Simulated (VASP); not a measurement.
# Cu (Fm-3m) in VASP: a series of runs, part 2 of 2

VASP 6.6.1. Earlier steps stand in the parts before.

## 3. Single point, PBE (a relaxed cell with its volume scaled by 0.91)

Input file INCAR:

```
ALGO     = Normal         # electronic algorithm
EDIFF    = 1E-7           # SCF threshold, eV
ENCUT    = 520            # plane-wave cutoff, eV
GGA      = PE             # functional
ISIF     = 2              # what is computed and relaxed
ISMEAR   = 0              # smearing method
LASPH    = True           # aspherical terms in the spheres
LCHARG   = False          # write CHGCAR
LREAL    = False          # projectors in reciprocal space
LWAVE    = False          # write WAVECAR
NBANDS   = 12             # bands
NELM     = 60             # most SCF steps
PREC     = Accurate       # precision mode
SIGMA    = 0.1            # smearing width, eV
```

Input file KPOINTS:

```
k-points
0
Gamma
  20 20 20
```

Input file POSCAR:

```
Cu                                      
1.0
    0.0000000000      1.7610779553      1.7610779553
    1.7610779553      0.0000000000      1.7610779553
    1.7610779553      1.7610779553     -0.0000000000
  Cu            
     1
Direct
     1.0000000000000000    1.0000000000000000    0.0000000000000000
```

Potentials or basis: VASP PAW PBE potentials, release 64 (Cu).

On the command line:

```sh
> cat potpaw_PBE.64/Cu/POTCAR > POTCAR
> mpirun -np 1 vasp_std > vasp.out
```

OUTCAR:

```text
EDIFF = 1E-7
   ENCUT = 520
   GGA = PE
   ISIF = 2
   ISMEAR = 0
   LASPH = True
   LREAL = False
   NELM = 60
   PREC = Accurate

 ion  position               nearest neighbor table
   1  0.000  0.000  0.000-

  LATTYP: Found a face centered cubic cell.
 ALAT       =     3.5221559106

  Lattice vectors:

 A1 = (   0.0000000000,   1.7610779553,   1.7610779553)
 A2 = (   1.7610779553,   0.0000000000,   1.7610779553)
 A3 = (   1.7610779553,   1.7610779553,   0.0000000000)

Analysis of symmetry for initial positions (statically):
=====================================================================
 Subroutine PRICEL returns:
 Original cell was already a primitive cell.

 Routine SETGRP: Setting up the symmetry group for a
 face centered cubic supercell.

 Subroutine GETGRP returns: Found 48 space group operations
 (whereof 48 operations were pure point group operations)
 out of a pool of 48 trial point group operations.

The static configuration has the point symmetry O_h .

Analysis of symmetry for dynamics (positions and initial velocities):
=====================================================================
 Subroutine PRICEL returns:
[... 168 lines left out ...]
      4       5.3171      2.00000
      5       6.2452      2.00000
      6       6.2452      2.00000
      7      31.8094      0.00000
      8      35.0714      0.00000
      9      35.0714      0.00000
     10      35.0714      0.00000
     11      37.6549      0.00000
     12      37.6549      0.00000
[... 331 lines left out ...]
 k-point    24 :      -0.3500    0.0500    0.0000
  band No.  band energies     occupation
      1       2.6025      2.00000
      2       5.3434      2.00000
      3       5.3889      2.00000
      4       5.5053      2.00000
      5       6.5987      2.00000
      6       6.9088      2.00000
      7      16.3566      0.00000
      8      29.2770      0.00000
      9      31.6669      0.00000
     10      33.0858      0.00000
     11      35.2055      0.00000
     12      37.0743      0.00000

 [... further k-points ...]

------------------------ aborting loop because EDIFF is reached ----------------------------------------

  FORCE on cell =-STRESS in cart. coord.  units (eV):
  Direction    XX          YY          ZZ          XY          YZ          ZX
  --------------------------------------------------------------------------------------
  -------------------------------------------------------------------------------------
  Total        1.1245986      1.1245986      1.1245986     -0.0000000      0.0000000     -0.0000000
  in kB      164.9462303    164.9462303    164.9462303     -0.0000000      0.0000000     -0.0000000
  external PRESSURE =     164.9462303 kB  Pullay stress =       0.0000000 kB

 VOLUME and BASIS-vectors are now :
 -----------------------------------------------------------------------------
  energy-cutoff  :      520.00
  volume of cell :       10.92
      direct lattice vectors                 reciprocal lattice vectors
     0.000000000  1.761077955  1.761077955    -0.283917017  0.283917017  0.283917017
     1.761077955  0.000000000  1.761077955     0.283917017 -0.283917017  0.283917017
     1.761077955  1.761077955  0.000000000     0.283917017  0.283917017 -0.283917017

 POSITION                                       TOTAL-FORCE (eV/Angst)
 -----------------------------------------------------------------------------------
      0.00000      0.00000      0.00000        -0.000000     -0.000000     -0.000000
 -----------------------------------------------------------------------------------
    total drift:                                0.000000      0.000000      0.000000

  FREE ENERGIE OF THE ION-ELECTRON SYSTEM (eV)
  ---------------------------------------------------
  free  energy   TOTEN  =        -3.6783868861 eV

  energy  without entropy=       -3.6771359944  energy(sigma->0) =       -3.67776144
```

OSZICAR:

```text
N       E                     dE             d eps       ncg     rms          rms(c)
DAV:   1     0.427174184064E+02    0.42717E+02   -0.54138E+03  6832   0.158E+03
DAV:   2    -0.330278042644E+01   -0.46020E+02   -0.42511E+02  6312   0.208E+02
DAV:   3    -0.460097231710E+01   -0.12982E+01   -0.12833E+01  7152   0.397E+01
DAV:   4    -0.460872883359E+01   -0.77565E-02   -0.77555E-02  6928   0.271E+00
DAV:   5    -0.460879381038E+01   -0.64977E-04   -0.64977E-04  7276   0.252E-01    0.776E+00
DAV:   6    -0.399911120086E+01    0.60968E+00   -0.13337E+01  7368   0.707E+01    0.344E+00
DAV:   7    -0.369381061384E+01    0.30530E+00   -0.19507E+00  7332   0.268E+01    0.673E-01
DAV:   8    -0.367939447602E+01    0.14416E-01   -0.53441E-03  8016   0.745E-01    0.237E-01
DAV:   9    -0.367838244910E+01    0.10120E-02   -0.58235E-03  7956   0.135E+00    0.259E-02
DAV:  10    -0.367838840207E+01   -0.59530E-05   -0.25229E-05  8512   0.775E-02    0.829E-03
DAV:  11    -0.367838668031E+01    0.17218E-05   -0.11518E-06  7608   0.205E-02    0.244E-04
DAV:  12    -0.367838682112E+01   -0.14081E-06   -0.10689E-08  4216   0.110E-03    0.105E-04
DAV:  13    -0.367838688606E+01   -0.64938E-07   -0.22450E-09  3760   0.513E-04
   1 F= -.36783869E+01 E0= -.36777614E+01  d E =-.125089E-02
```

Run time: 17 s. Hardware: 1 thread of Intel Xeon 6975P-C (Granite Rapids), shared host; peak memory 0.14 GiB.

What came out:

| Property | Result |
| --- | --- |
| Free energy | -3.6784 eV |
| Pressure | 16.5 GPa |
| Band gap on the k mesh | none (metal or under the smearing width) |

Caveat: so large a pressure means that the cell lies far from this level's equilibrium, or that cutoff or potentials fall short.

## 4. Single point, PBE (a relaxed cell with its volume scaled by 1.09)

INCAR is that of step 3.

KPOINTS is that of step 3.

Input file POSCAR:

```
Cu                                      
1.0
    0.0000000000      1.8702813761      1.8702813761
    1.8702813761      0.0000000000      1.8702813761
    1.8702813761      1.8702813761     -0.0000000000
  Cu            
     1
Direct
     1.0000000000000000    1.0000000000000000    0.0000000000000000
```

On the command line:

```sh
> cat potpaw_PBE.64/Cu/POTCAR > POTCAR
> mpirun -np 1 vasp_std > vasp.out
```

Wall time 17 s (1 thread of Intel Xeon 6975P-C (Granite Rapids), shared host); peak memory 0.15 GiB.

It converged, with:

```
Free energy            : -3.6949 eV
Pressure               : -9.4 GPa
Band gap on the k mesh : none (metal or under the smearing width)
```

Levels at points of the mesh, in eV from the Fermi level:
```tsv
k point	band 2	band 3	band 4	band 5	band 6	band 7	band 8	band 9	band 10	band 11
(0.00, 0.00, 0.00)	-2.71	-2.71	-2.71	-2.01	-2.01	21.79	23.66	23.66	23.66	26.11
(0.50, 0.00, 0.00)	-2.74	-2.74	-1.52	-1.52	-0.69	3.29	20.33	20.54	20.54	23.67
(0.50, 0.50, 0.00)	-3.90	-1.54	-1.40	-1.40	1.59	6.44	12.33	12.33	16.58	18.67
```

## 5. Summary

| cell | gap on the mesh (eV) | pressure (GPa) |
| --- | --- | --- |
| a relaxed cell with its volume scaled by 1.06 | none | -6.8 |
| a relaxed cell with its volume scaled by 0.91 | none | 16.5 |
| a relaxed cell with its volume scaled by 1.09 | none | -9.4 |

Alike in all rows: task single point; level PBE; potentials or basis VASP PAW PBE potentials, release 64 (Cu); no spin polarisation; k mesh 20 × 20 × 20; cutoff (eV) 520; smearing gaussian 0.1 eV.

Caveats: so large a pressure means that the cell lies far from this level's equilibrium, or that cutoff or potentials fall short (some runs).

Total energies depend on the potentials used, so only differences within one code and one set of settings carry meaning.
